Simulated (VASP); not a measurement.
Method: r2SCAN meta-GGA, VASP's PBE PAW potentials (set 64) (plane waves; VASP).

VASP ran on this input.

### POSCAR
```
Eu
1.0
 -2.2261236628   2.2261236628   2.2261236628
  2.2261236628  -2.2261236628   2.2261236628
  2.2261236628   2.2261236628  -2.2261236628
Eu
1
Cartesian
  0.0000000000   0.0000000000   0.0000000000
```

File KPOINTS:
```
Automatic mesh
0
Gamma
10 10 10
0 0 0
```

**INCAR**
```
! general
SYSTEM  = Eu
PREC    = Accurate
ENCUT   = 480
LREAL   = .False.
LASPH   = .True.

! electronic loop
EDIFF   = 1E-7
NELM    = 100
ALGO    = Normal
LMAXMIX = 6
LMIXTAU = .True.

! smearing
ISMEAR  = 1
SIGMA   = 0.1

! functional
METAGGA = R2SCAN

! ions
IBRION  = 2
NSW     = 40
ISIF    = 3
EDIFFG  = -0.01
PSTRESS = 10

! output
LWAVE   = .False.
LCHARG  = .False.
```

POTCAR, in this order: Eu_2 (PBE.64 set). Program: vasp_std.

The 4f electrons are frozen in the core of the lanthanide potential, so 4f levels, which can set the real gap, and their magnetism are missing. Energy and stress use the plane-wave basis of the starting cell.

Task: Estimate the energy per atom (σ→0), volume per atom, band gap (on the k-mesh).

Result: 
The energy per atom (σ→0) is -27.136 eV/atom and the band gap (on the k-mesh) is none (metal, semimetal or under 0.01 eV). The volume per atom comes out as 40.97 Å³/atom.

OSZICAR:
```
...
DAV:   3    -0.271365794158E+02    0.77076E-04   -0.26254E-04  1168   0.161E-01    0.190E-02
DAV:   4    -0.271365874431E+02   -0.80273E-05   -0.42807E-06   768   0.216E-02    0.146E-02
DAV:   5    -0.271365777896E+02    0.96534E-05   -0.60405E-06   944   0.290E-02    0.321E-03
DAV:   6    -0.271365835363E+02   -0.57466E-05   -0.59045E-06   928   0.289E-02    0.520E-04
DAV:   7    -0.271365839914E+02   -0.45518E-06   -0.28648E-07   848   0.619E-03    0.686E-04
DAV:   8    -0.271365841591E+02   -0.16767E-06   -0.33823E-08   416   0.258E-03    0.134E-04
DAV:   9    -0.271365842162E+02   -0.57098E-07   -0.45752E-09   384   0.120E-03
   4 F= -.26880892E+02 E0= -.26880535E+02  d E =-.969093E-02
```

The compound is Eu in the bcc structure. This run relaxes it under an external pressure of 1 GPa. Symmetry was kept, so distortions that lower it aren't found.
